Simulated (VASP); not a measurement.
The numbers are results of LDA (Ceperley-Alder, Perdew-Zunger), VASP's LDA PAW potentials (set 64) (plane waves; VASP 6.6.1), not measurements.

VASP input:

**INCAR**
```
SYSTEM = Na
PREC = Accurate; ENCUT = 500; LREAL = .FALSE.
LASPH = .TRUE.
EDIFF = 1E-6; NELM = 100; ALGO = Normal
ISMEAR = 1; SIGMA = 0.1
IBRION = 2; NSW = 40; ISIF = 3
EDIFFG = -0.02; PSTRESS = 300
LWAVE = .FALSE.; LCHARG = .FALSE.
```

**POSCAR**
```
Na
1
   -1.6346732833     1.6346732833     1.6346732833
    1.6346732833    -1.6346732833     1.6346732833
    1.6346732833     1.6346732833    -1.6346732833
Na
1
Direct
  0.0000000000   0.0000000000   0.0000000000
```

KPOINTS:
```
K-points
0
Gamma
16 16 16
```

POTCAR, in this order: Na_pv (LDA.64 set). Program: vasp_std.

Output

### OSZICAR
```
       N       E                     dE             d eps       ncg     rms          rms(c)
DAV:   1     0.163033653854E+02    0.16303E+02   -0.41950E+03  2037   0.102E+03
DAV:   2    -0.693369995914E+00   -0.16997E+02   -0.16978E+02  2226   0.130E+02
DAV:   3    -0.882958125247E+00   -0.18959E+00   -0.18958E+00  2436   0.191E+01
DAV:   4    -0.884002592813E+00   -0.10445E-02   -0.10445E-02  2569   0.128E+00
DAV:   5    -0.884009935802E+00   -0.73430E-05   -0.73427E-05  2520   0.854E-02    0.470E-01
DAV:   6    -0.875649073831E+00    0.83609E-02   -0.17449E-03  2520   0.784E-01    0.287E-01
DAV:   7    -0.870359994733E+00    0.52891E-02   -0.22973E-03  2835   0.778E-01    0.267E-02
DAV:   8    -0.870328404310E+00    0.31590E-04   -0.12341E-04  2254   0.265E-01    0.354E-03
DAV:   9    -0.870328702575E+00   -0.29827E-06   -0.73855E-07  1323   0.145E-02
   1 F= 0.24012966E+01 E0= 0.24014500E+01  d E =0.240130E+01
       N       E                     dE             d eps       ncg     rms          rms(c)
DAV:   1    -0.149916123377E+01   -0.62883E+00   -0.28535E+01  2030   0.113E+02    0.681E+00
DAV:   2    -0.710162842763E+00    0.78900E+00   -0.11056E+00  2079   0.249E+01    0.341E+00
DAV:   3    -0.450034708336E+00    0.26013E+00   -0.32591E-01  2268   0.128E+01    0.489E-01
DAV:   4    -0.430828756495E+00    0.19206E-01   -0.84533E-03  2282   0.227E+00    0.241E-02
DAV:   5    -0.430311199923E+00    0.51756E-03   -0.10648E-03  2149   0.784E-01    0.145E-02
DAV:   6    -0.430289689136E+00    0.21511E-04   -0.20911E-05  2338   0.974E-02    0.170E-03
DAV:   7    -0.430289071616E+00    0.61752E-06   -0.21255E-06  1092   0.346E-02
   2 F= 0.23456265E+01 E0= 0.23457872E+01  d E =-.556700E-01
       N       E                     dE             d eps       ncg     rms          rms(c)
DAV:   1    -0.647850908700E+00   -0.21756E+00   -0.25807E+00  2030   0.393E+01    0.178E+00
DAV:   2    -0.591363180358E+00    0.56488E-01   -0.61947E-02  2086   0.580E+00    0.918E-01
DAV:   3    -0.570957470000E+00    0.20406E-01   -0.30390E-02  2296   0.385E+00    0.816E-02
DAV:   4    -0.569632088521E+00    0.13254E-02   -0.15617E-03  2142   0.968E-01    0.118E-02
DAV:   5    -0.569624141644E+00    0.79469E-05   -0.81468E-06  2212   0.477E-02    0.512E-03
DAV:   6    -0.569615105173E+00    0.90365E-05   -0.10046E-05  2163   0.778E-02    0.549E-04
DAV:   7    -0.569615105320E+00   -0.14700E-09   -0.12187E-08  1036   0.199E-03
   3 F= 0.23357809E+01 E0= 0.23359400E+01  d E =-.655157E-01
```

### OUTCAR
```
------------------------ aborting loop because EDIFF is reached ----------------------------------------
  FORCE on cell =-STRESS in cart. coord.  units (eV):
  Direction    XX          YY          ZZ          XY          YZ          ZX
  --------------------------------------------------------------------------------------
  Total        2.9051611      2.9051611      2.9051611      0.0000000     -0.0000000      0.0000000
  in kB      299.9757423    299.9757423    299.9757423      0.0000000     -0.0000000      0.0000000
  external PRESSURE =      -0.0242577 kB  Pullay stress =     300.0000000 kB
  volume of cell :       15.52
      direct lattice vectors                 reciprocal lattice vectors
    -1.571248548  1.571248548  1.571248548     0.000000000  0.318218273  0.318218273
     1.571248548 -1.571248548  1.571248548     0.318218273  0.000000000  0.318218273
     1.571248548  1.571248548 -1.571248548     0.318218273  0.318218273  0.000000000
 POSITION                                       TOTAL-FORCE (eV/Angst)
 -----------------------------------------------------------------------------------
      0.00000     -0.00000      0.00000        -0.000000      0.000000     -0.000000
 -----------------------------------------------------------------------------------
    total drift:                               -0.000000     -0.000000      0.000000
  FREE ENERGIE OF THE ION-ELECTRON SYSTEM (eV)
  ---------------------------------------------------
  free  energy   TOTEN  =        -0.5696151053 eV

  energy  without entropy=       -0.5691377363  energy(sigma->0) =       -0.56945598
  enthalpy is  TOTEN    =         2.3357808772 eV   P V=        2.9053959825

 reached required accuracy - stopping structural energy minimisation
```
(Selected blocks of OUTCAR.)

**CONTCAR**
```
Na
   1.00000000000000
    -1.5712485479155056    1.5712485479155056    1.5712485479155056
     1.5712485479155056   -1.5712485479155056    1.5712485479155056
     1.5712485479155056    1.5712485479155056   -1.5712485479155056
  Na
     1
Direct
     0.0000000000000000    0.0000000000000000    0.0000000000000000
```

Energy and stress use the plane-wave basis of the starting cell.

The compound is Na in the bcc structure. This run relaxes it under an external pressure of 30 GPa. Symmetry was kept, so distortions that lower it aren't found.
